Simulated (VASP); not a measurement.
Given:

```
BP
1.0
    0.00000     2.24482     2.24482
    2.24482     0.00000     2.24482
    2.24482     2.24482     0.00000
B P
1 1
Direct
  0.00000   0.00000   0.00000
  0.25000   0.25000   0.25000
```

All values below come from LDA (Ceperley-Alder, Perdew-Zunger), VASP's LDA PAW potentials (set 64) (plane waves; VASP). Run with 520 eV cut-off, Gaussian smearing of 0.050 eV, potentials B P.

Q: Give the energies of bands 2 to 7 at the high-symmetry points, in eV from the valence-band maximum.

A: 
```csv
band,Γ,X,U,L,W
2,0.00,-8.65,-8.21,-9.24,-8.07
3,0.00,-4.22,-6.45,-1.79,-5.88
4,0.00,-4.22,-3.59,-1.79,-5.68
5,3.43,1.24,2.06,3.98,5.25
6,3.43,1.53,6.00,4.70,6.74
7,3.43,12.30,9.87,4.70,7.37
```

The gap is indirect, 1.15 eV, from the valence maximum at Γ to the conduction minimum at Γ-X at 0.86.

The structure comes from a computed database's BP entry (F-43m); how it stands against other phases isn't given here. It was relaxed first.
